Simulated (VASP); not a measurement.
Computed with PBE GGA, VASP's PBE PAW potentials (set 64) (plane waves; VASP).

The input files of a VASP run:

**KPOINTS**
```
K-points
0
G
  7 7 7
```

**POSCAR**
```
Al3Sc
4.1380510
  1.0000000000   0.0000000000   0.0000000000
  0.0000000000   0.9908024333   0.0000000000
  0.0000000000   0.0000000000   1.0102304201
Sc Al
1 3
Direct
  0.0000000000   0.0000000000   0.0000000000
  0.0000000000   0.5000000000   0.5000000000
  0.5000000000   0.0000000000   0.5000000000
  0.5206350000   0.5000000000   0.0000000000
```

### INCAR
```
SYSTEM=Al3Sc
PREC=Accurate; ENCUT=400; LREAL=.FALSE.
LASPH=.TRUE.; NELECT=19.9
EDIFF=1E-6; NELM=100; ALGO=Normal
LMAXMIX=4
ISMEAR=0; SIGMA=0.05
GGA=PE
ISIF=2
LWAVE=.FALSE.; LCHARG=.FALSE.
```

POTCAR, in this order: Sc_sv Al (PBE.64 set). Program: vasp_std.

Output

OUTCAR:
```
 ion  position               nearest neighbor table
   1  0.000  0.000  0.000-   4 2.85   4 2.85   2 2.93   2 2.93   2 2.93   2 2.93   3 2.94   3 2.94
                             3 2.94   3 2.94   4 2.97   4 2.97
   2  0.000  0.500  0.500-   4 2.88   4 2.88   3 2.91   3 2.91   3 2.91   3 2.91   1 2.93   1 2.93
                             1 2.93   1 2.93   4 3.00   4 3.00
   3  0.500  0.000  0.500-   2 2.91   2 2.91   2 2.91   2 2.91   4 2.93   4 2.93   4 2.93   4 2.93
                             1 2.94   1 2.94   1 2.94   1 2.94
   4  0.521  0.500  0.000-   1 2.85   1 2.85   2 2.88   2 2.88   3 2.93   3 2.93   3 2.93   3 2.93
                             1 2.97   1 2.97   2 3.00   2 3.00
  LATTYP: Found a simple orthorhombic cell.
 ALAT       =     4.0999910000
 B/A-ratio  =     1.0092829472
 C/A-ratio  =     1.0196083357
 Subroutine PRICEL returns:
 Original cell was already a primitive cell.
 Subroutine GETGRP returns: Found  4 space group operations
The static configuration has the point symmetry C_2v.
The dynamic configuration has the point symmetry C_2v.
 Subroutine INISYM returns: Found  4 space group operations
 Subroutine IBZKPT returns following result:
 Found     64 irreducible k-points:

 Following reciprocal coordinates:
            Coordinates               Weight
  0.000000  0.000000  0.000000      1.000000
...
```

File OSZICAR:
```
       N       E                     dE             d eps       ncg     rms          rms(c)
DAV:   1     0.922872481990E+02    0.92287E+02   -0.68849E+03  1808   0.984E+02
DAV:   2    -0.147653448441E+02   -0.10705E+03   -0.10516E+03  1818   0.333E+02
DAV:   3    -0.209038713091E+02   -0.61385E+01   -0.58811E+01  2742   0.630E+01
DAV:   4    -0.210271100549E+02   -0.12324E+00   -0.12255E+00  2568   0.997E+00
DAV:   5    -0.210302835882E+02   -0.31735E-02   -0.31708E-02  2602   0.151E+00    0.831E+00
DAV:   6    -0.200164482428E+02    0.10138E+01   -0.51726E+00  3024   0.257E+01    0.286E+00
DAV:   7    -0.199673775041E+02    0.49071E-01   -0.11177E-01  2384   0.301E+00    0.169E+00
DAV:   8    -0.199431484160E+02    0.24229E-01   -0.44207E-02  2914   0.200E+00    0.249E-01
DAV:   9    -0.199427936269E+02    0.35479E-03   -0.41378E-03  2518   0.797E-01    0.114E-01
DAV:  10    -0.199426938568E+02    0.99770E-04   -0.45980E-04  3036   0.257E-01    0.642E-02
DAV:  11    -0.199426999336E+02   -0.60768E-05   -0.72946E-05  2802   0.809E-02    0.313E-02
DAV:  12    -0.199426896527E+02    0.10281E-04   -0.98522E-05  3008   0.117E-01    0.831E-03
DAV:  13    -0.199426889666E+02    0.68606E-06   -0.93645E-06  2728   0.312E-02
   1 F= -.19942689E+02 E0= -.19940915E+02  d E =-.354771E-02
```

**OUTCAR**
```
------------------------ aborting loop because EDIFF is reached ----------------------------------------
  FORCE on cell =-STRESS in cart. coord.  units (eV):
  Direction    XX          YY          ZZ          XY          YZ          ZX
  --------------------------------------------------------------------------------------
  Total       -1.6761327     -1.3785458     -2.1410078      0.0000000      0.0000000      0.0000000
  in kB      -37.8637788    -31.1413023    -48.3652907      0.0000000      0.0000000      0.0000000
  external PRESSURE =     -39.1234573 kB  Pullay stress =       0.0000000 kB
  volume of cell :       70.92
      direct lattice vectors                 reciprocal lattice vectors
     4.138051000  0.000000000  0.000000000     0.241659661  0.000000000  0.000000000
     0.000000000  4.099991000  0.000000000     0.000000000  0.243902974  0.000000000
     0.000000000  0.000000000  4.180385000     0.000000000  0.000000000  0.239212417
 POSITION                                       TOTAL-FORCE (eV/Angst)
 -----------------------------------------------------------------------------------
      0.00000      0.00000      0.00000         0.361341      0.000000      0.000000
      0.00000      2.05000      2.09019         0.129651      0.000000      0.000000
      2.06903      0.00000      2.09019         0.015083      0.000000      0.000000
      2.15441      2.05000      0.00000        -0.506075      0.000000      0.000000
 -----------------------------------------------------------------------------------
    total drift:                               -0.000098     -0.000000     -0.000000
  FREE ENERGIE OF THE ION-ELECTRON SYSTEM (eV)
  ---------------------------------------------------
  free  energy   TOTEN  =       -19.9426889666 eV

  energy  without entropy=      -19.9391412538  energy(sigma->0) =      -19.94091511
```
(Selected blocks of OUTCAR.)

The cell is charged, with a uniform compensating background.

The compound is Al3Sc in the L1_2 structure. The cell was not relaxed at this level, atoms are displaced from their ideal sites. The run is one of a series of settings (ISMEAR = 0, NELECT = 19.9, SIGMA = 0.05 against the base run), some of them coarse on purpose.
